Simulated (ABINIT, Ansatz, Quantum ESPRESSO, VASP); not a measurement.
Code comparison for ZrO₂ (Fm-3m, 3 atoms in the cell)

Self-consistent single point.

```yaml
crystal:
  lattice:
    - [0.00000, 2.57478, 2.57478]
    - [2.57478, 0.00000, 2.57478]
    - [2.57478, 2.57478, 0.00000]
  atoms:
    - { symbol: Zr, position: [0.00000, 0.00000, 0.00000] }
    - { symbol: O, position: [0.25000, 0.25000, 0.25000] }
    - { symbol: O, position: [0.75000, 0.75000, 0.75000] }
```

Shared settings, as Ansatz (a program for electronic structure) writes them: kpoints.mp_grid.grid = 6 6 6; magnetization.spin_orbit = true; scf.occupations.method = fermi_dirac; scf.occupations.width = 0.05 eV. Potentials and cutoffs stand in the table.

```tsv
code	model	pressure (GPa)	gap on the mesh (eV)	cutoff
VASP	PBE, spin-orbit coupling, VASP's PBE PAW potentials (set 64)	-10.04	3.265	400 eV
Ansatz	PBE with spin-orbit coupling, default PAW files	-5.12	3.266	420 eV
Quantum ESPRESSO	PBE, spin-orbit coupling, PseudoDojo fully relativistic norm-conserving (PBE) pseudopotentials	-4.72	3.269	85 Ry
ABINIT	PBE, spin-orbit coupling, norm-conserving pseudopotentials (PseudoDojo nc-fr-04 PBE standard)	-4.73	3.269	42 Ha
```

Gaps are read on the mesh.

The spread over the programs that give each value: pressure within 5.32 GPa; gap on the mesh within 0.004 eV.

Ansatz's pressure is given at a fixed set of plane waves, as the other plane-wave codes print theirs; with its correction for the finite basis it is -4.47 GPa (the shift of 0.65 GPa shows how far the cutoff is from converged). In the pressure, VASP (by 5.11) lies more than 1 GPa from the median of the plane-wave programs.

VASP's run is marked for a possible Pulay error in its stress at this cutoff; no cutoff test was made.

The starting cell has typed, rounded lattice constants, without a prior relaxation at this level. Its lattice was rescaled by a random factor within 2.5 % of one.

Left out of this page: FLEUR and SIESTA (not drawn, or without a comparable value).

Keys are those of Ansatz 0.2.
